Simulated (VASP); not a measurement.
Level of theory: optB88-vdW, VASP's PBE PAW potentials (set 64) (plane waves; VASP 6.6.1).

VASP input:

POSCAR:
```
HfO2
1
    0.0000000000     2.5571096351     2.5571096351
    2.5571096351     0.0000000000     2.5571096351
    2.5571096351     2.5571096351     0.0000000000
Hf O
1 2
Direct
  0.0000000000   0.0000000000   0.0000000000
  0.2500000000   0.2500000000   0.2500000000
  0.7500000000   0.7500000000   0.7500000000
```

**KPOINTS**
```
Automatic
0
gamma
8 8 8
0 0 0
```

INCAR:
```
LASPH = .True.   ! aspherical one-centre terms
LCHARG = .False.
ENCUT = 520   ! plane-wave cut-off (eV)
NELM = 100
SIGMA = 0.05   ! width (eV)
ISIF = 2
ISMEAR = 0   ! Gaussian
AGGAC = 0.0
PARAM2 = 0.22
PREC = Accurate
SYSTEM = HfO2
ALGO = Normal
LUSE_VDW = .True.
PARAM1 = 0.1833333333
LWAVE = .False.
EDIFF = 1E-7
LMAXMIX = 6   ! l cut-off of mixed one-centre charges
LREAL = .False.   ! projection in real space or not
GGA = BO
```

POTCAR, in this order: Hf_pv O (PBE.64 set). Program: vasp_std.

Output of the run:

OUTCAR:
```
 ion  position               nearest neighbor table
   1  0.000  0.000  0.000-   3 2.21   3 2.21   3 2.21   2 2.21   3 2.21   2 2.21   2 2.21   2 2.21
  LATTYP: Found a face centered cubic cell.
 ALAT       =     5.1142192702
 Subroutine PRICEL returns:
 Original cell was already a primitive cell.
 Subroutine GETGRP returns: Found 48 space group operations
The static configuration has the point symmetry O_h .
The dynamic configuration has the point symmetry O_h .
 Subroutine INISYM returns: Found 48 space group operations
 Subroutine IBZKPT returns following result:
 Found     29 irreducible k-points:

 Following reciprocal coordinates:
            Coordinates               Weight
  0.000000  0.000000  0.000000      1.000000
  0.125000  0.000000  0.000000      8.000000
  0.250000  0.000000  0.000000      8.000000
  0.375000  0.000000  0.000000      8.000000
  0.500000  0.000000  0.000000      4.000000
  0.125000  0.125000  0.000000      6.000000
  0.250000  0.125000  0.000000     24.000000
  0.375000  0.125000  0.000000     24.000000
  0.500000  0.125000  0.000000     24.000000
 -0.375000  0.125000  0.000000     24.000000
 -0.250000  0.125000  0.000000     24.000000
 -0.125000  0.125000  0.000000     12.000000
  0.250000  0.250000  0.000000      6.000000
  0.375000  0.250000  0.000000     24.000000
  0.500000  0.250000  0.000000     24.000000
 -0.375000  0.250000  0.000000     24.000000
 -0.250000  0.250000  0.000000     12.000000
  0.375000  0.375000  0.000000      6.000000
  0.500000  0.375000  0.000000     24.000000
 -0.375000  0.375000  0.000000     12.000000
  0.500000  0.500000  0.000000      3.000000
  0.375000  0.250000  0.125000     24.000000
  0.500000  0.250000  0.125000     48.000000
 -0.375000  0.250000  0.125000     24.000000
  0.500000  0.375000  0.125000     24.000000
...
```

### OSZICAR
```
       N       E                     dE             d eps       ncg     rms          rms(c)
DAV:   1     0.105803883500E+03    0.10580E+03   -0.13036E+04   870   0.145E+03
DAV:   2    -0.273187241976E+02   -0.13312E+03   -0.12921E+03  1073   0.322E+02
DAV:   3    -0.312348466207E+02   -0.39161E+01   -0.39124E+01  1136   0.545E+01
DAV:   4    -0.312570536862E+02   -0.22207E-01   -0.22204E-01  1108   0.449E+00
DAV:   5    -0.312572479276E+02   -0.19424E-03   -0.19424E-03  1108   0.379E-01    0.450E+01
DAV:   6    -0.250777364061E+02    0.61795E+01   -0.34135E+01   982   0.404E+01    0.417E+01
DAV:   7    -0.249654559832E+02    0.11228E+00   -0.90087E-01  1038   0.869E+00    0.291E+01
DAV:   8    -0.249294171483E+02    0.36039E-01   -0.29567E-01  1087   0.573E+00    0.709E+00
DAV:   9    -0.249148563057E+02    0.14561E-01   -0.54059E-02  1080   0.215E+00    0.166E+00
DAV:  10    -0.249147955400E+02    0.60766E-04   -0.38106E-03  1200   0.490E-01    0.169E-01
DAV:  11    -0.249147817201E+02    0.13820E-04   -0.20376E-04  1003   0.121E-01    0.178E-01
DAV:  12    -0.249147833693E+02   -0.16492E-05   -0.23074E-05  1159   0.401E-02    0.314E-02
DAV:  13    -0.249147837152E+02   -0.34586E-06   -0.13956E-06   983   0.942E-03    0.963E-03
DAV:  14    -0.249147837485E+02   -0.33289E-07   -0.85652E-08   848   0.253E-03
   1 F= -.24914784E+02 E0= -.24914784E+02  d E =-.637989E-16
```

File OUTCAR:
```
------------------------ aborting loop because EDIFF is reached ----------------------------------------
  FORCE on cell =-STRESS in cart. coord.  units (eV):
  Direction    XX          YY          ZZ          XY          YZ          ZX
  --------------------------------------------------------------------------------------
  Total       -1.5143194     -1.5143194     -1.5143194      0.0000000     -0.0000000     -0.0000000
  in kB      -72.5521077    -72.5521077    -72.5521077      0.0000000     -0.0000000     -0.0000000
  external PRESSURE =     -72.5521077 kB  Pullay stress =       0.0000000 kB
  volume of cell :       33.44
      direct lattice vectors                 reciprocal lattice vectors
     0.000000000  2.557109635  2.557109635    -0.195533267  0.195533267  0.195533267
     2.557109635  0.000000000  2.557109635     0.195533267 -0.195533267  0.195533267
     2.557109635  2.557109635  0.000000000     0.195533267  0.195533267 -0.195533267
 POSITION                                       TOTAL-FORCE (eV/Angst)
 -----------------------------------------------------------------------------------
      0.00000      0.00000      0.00000        -0.000000     -0.000000      0.000000
      1.27855      1.27855      1.27855        -0.000000     -0.000000     -0.000000
      3.83566      3.83566      3.83566         0.000000      0.000000      0.000000
 -----------------------------------------------------------------------------------
    total drift:                                0.000000      0.000000      0.000000
  FREE ENERGIE OF THE ION-ELECTRON SYSTEM (eV)
  ---------------------------------------------------
  free  energy   TOTEN  =       -24.9147837485 eV

  energy  without entropy=      -24.9147837485  energy(sigma->0) =      -24.91478375
```
(Selected blocks of OUTCAR.)

The compound is HfO2 in the fluorite structure, the high-temperature cubic form, which is unstable at 0 K; the monoclinic form is the stable one. This cell is one point of a volume scan, at 1.03 of the reference volume.
